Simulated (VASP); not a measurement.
A VASP calculation is set up with these files.

**INCAR**
```
ALGO = Normal
EDIFF = 1E-6
EDIFFG = -0.02
ENCUT = 400
GGA = PS
IBRION = 2
ISIF = 3
ISMEAR = 0
LASPH = T
LCHARG = F
LMAXMIX = 4
LREAL = F
LWAVE = F
NELM = 100
NSW = 60
PREC = Accurate
SIGMA = 0.05
SYSTEM = Mg2SeS
```

File KPOINTS:
```
kpoints
0
Gamma
  5 5 4
0 0 0
```

File POSCAR:
```
Mg2SeS
1
    4.0993679932     0.0000000000     0.0000000000
    0.0000000000     4.0993679932     0.0000000000
    0.0000000000     0.0000000000     5.7820642958
Mg Se S
2 1 1
Direct
  0.5000000000   0.0000000000   0.7372443278
  1.0000000000   0.5000000000   0.2627556722
  0.5000000000   0.5000000000   0.0000000000
  0.0000000000   0.0000000000   0.5000000000
```

POTCAR, in this order: Mg Se S (PBE.64 set). Program: vasp_std.

### Question
Write an equivalent input for Quantum ESPRESSO's pw.x.

### Answer
One equivalent input (not run):
```
&CONTROL
  calculation = 'vc-relax'
  pseudo_dir = './pseudo'
  outdir = './out'
  tprnfor = .true.
  tstress = .true.
  nstep = 60
  forc_conv_thr = 0.00078
/
&SYSTEM
  ibrav = 0
  nat = 4
  ntyp = 3
  ecutwfc = 86
  occupations = 'smearing'
  smearing = 'gaussian'
  degauss = 0.003675
  input_dft = 'pbesol'
/
&ELECTRONS
  conv_thr = 7.3e-08
  electron_maxstep = 100
/
&IONS
/
&CELL
/
ATOMIC_SPECIES
  Mg 24.305 Mg.upf
  Se 78.971 Se.upf
  S 32.060 S.upf
CELL_PARAMETERS angstrom
     4.0993680    0.0000000    0.0000000
     0.0000000    4.0993680    0.0000000
     0.0000000    0.0000000    5.7820643
ATOMIC_POSITIONS crystal
  Mg   0.5000000  0.0000000  0.7372443
  Mg   1.0000000  0.5000000  0.2627557
  Se   0.5000000  0.5000000  0.0000000
  S    0.0000000  0.0000000  0.5000000
K_POINTS automatic
  5 5 4 0 0 0
```
What does not carry over: the potentials are each code's own (VASP's PAW set, PseudoDojo norm-conserving files in pw.x), so ENCUT and ecutwfc are chosen apart and not converted; conv_thr bounds pw.x's estimated SCF error, while EDIFF bounds the energy change between steps; forc_conv_thr acts on force components and is met together with etot_conv_thr.

The structure comes from a computed database's Mg2SeS entry (P-4m2); how it stands against other phases isn't given here. This run relaxes it. Symmetry was kept, so distortions that lower it aren't found. The start is the result of an earlier pass.
